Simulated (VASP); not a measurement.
Computed with PBE GGA, VASP's PBE PAW potentials (set 64) (plane waves; VASP).

A VASP calculation is set up with these files.

**POSCAR**
```
InP
1
    0.0000000000     2.9519750000     2.9519750000
    2.9519750000     0.0000000000     2.9519750000
    2.9519750000     2.9519750000     0.0000000000
In P
1 1
Direct
  0.0000000000   0.0000000000   0.0000000000
  0.2500000000   0.2500000000   0.2500000000
```

### KPOINTS
```
Automatic mesh
0
Gamma
4 4 4
```

**INCAR**
```
! general
SYSTEM=InP
PREC  =Normal
ENCUT =500   ! plane-wave cut-off (eV)
LREAL =.False.   ! projection in real space or not
LASPH =.True.   ! aspherical one-centre terms

! electronic loop
EDIFF =1E-8   ! SCF stop (eV)
NELM  =100   ! most electronic steps
ALGO  =Normal   ! blocked Davidson

! smearing
ISMEAR=0
SIGMA =0.01

! functional
GGA   =PE   ! PBE

! output
LWAVE =.True.
LCHARG=.False.
```

POTCAR, in this order: In_d_GW P_GW (PBE.64 set). Program: vasp_std.

The run wrote:

**OSZICAR**
```
       N       E                     dE             d eps       ncg     rms          rms(c)
DAV:   1     0.129998533176E+03    0.13000E+03   -0.74945E+03   269   0.481E+03
DAV:   2     0.437041509077E+01   -0.12563E+03   -0.12115E+03   384   0.865E+02
DAV:   3    -0.834171215381E+01   -0.12712E+02   -0.12664E+02   400   0.162E+02
DAV:   4    -0.871500960497E+01   -0.37330E+00   -0.37303E+00   317   0.276E+01
DAV:   5    -0.874714327577E+01   -0.32134E-01   -0.32126E-01   358   0.921E+00    0.658E+00
DAV:   6    -0.832231070572E+01    0.42483E+00   -0.83197E-01   330   0.652E+01    0.351E+00
DAV:   7    -0.829601338440E+01    0.26297E-01   -0.25367E-01   395   0.101E+01    0.188E+00
DAV:   8    -0.829814138277E+01   -0.21280E-02   -0.20633E-02   312   0.945E+00    0.198E-01
DAV:   9    -0.829822751674E+01   -0.86134E-04   -0.26229E-03   334   0.417E+00    0.628E-02
DAV:  10    -0.829842165210E+01   -0.19414E-03   -0.27794E-04   347   0.498E-01    0.235E-02
DAV:  11    -0.829848704226E+01   -0.65390E-04   -0.11353E-04   280   0.313E-01    0.756E-03
DAV:  12    -0.829848697377E+01    0.68492E-07   -0.12629E-05   385   0.107E-01    0.657E-03
DAV:  13    -0.829848714233E+01   -0.16857E-06   -0.12213E-06   317   0.308E-02    0.199E-03
DAV:  14    -0.829848736579E+01   -0.22346E-06   -0.34135E-07   297   0.975E-03    0.867E-04
DAV:  15    -0.829848739309E+01   -0.27300E-07   -0.37368E-08   272   0.276E-03    0.837E-04
DAV:  16    -0.829848739228E+01    0.81218E-09   -0.49314E-09   184   0.400E-03
   1 F= -.82984874E+01 E0= -.82984874E+01  d E =-.585411E-27
```

**OUTCAR**
```
------------------------ aborting loop because EDIFF is reached ----------------------------------------
  FORCE on cell =-STRESS in cart. coord.  units (eV):
  Direction    XX          YY          ZZ          XY          YZ          ZX
  --------------------------------------------------------------------------------------
  Total        0.6088698      0.6088698      0.6088698      0.0000000      0.0000000      0.0000000
  in kB       18.9612515     18.9612515     18.9612515      0.0000000      0.0000000      0.0000000
  external PRESSURE =      18.9612515 kB  Pullay stress =       0.0000000 kB
  volume of cell :       51.45
      direct lattice vectors                 reciprocal lattice vectors
     0.000000000  2.951975000  2.951975000    -0.169378128  0.169378128  0.169378128
     2.951975000  0.000000000  2.951975000     0.169378128 -0.169378128  0.169378128
     2.951975000  2.951975000  0.000000000     0.169378128  0.169378128 -0.169378128
  FREE ENERGIE OF THE ION-ELECTRON SYSTEM (eV)
  ---------------------------------------------------
  free  energy   TOTEN  =        -8.2984873923 eV

  energy  without entropy=       -8.2984873923  energy(sigma->0) =       -8.29848739
```
(Selected blocks of OUTCAR.)

The structure comes from a computed database's InP entry (F-43m); how it stands against other phases isn't given here. The cell was not relaxed at this level. The k-mesh is coarse (spacing up to 0.46 per Å, 2π included), so the numbers may not be converged in it.
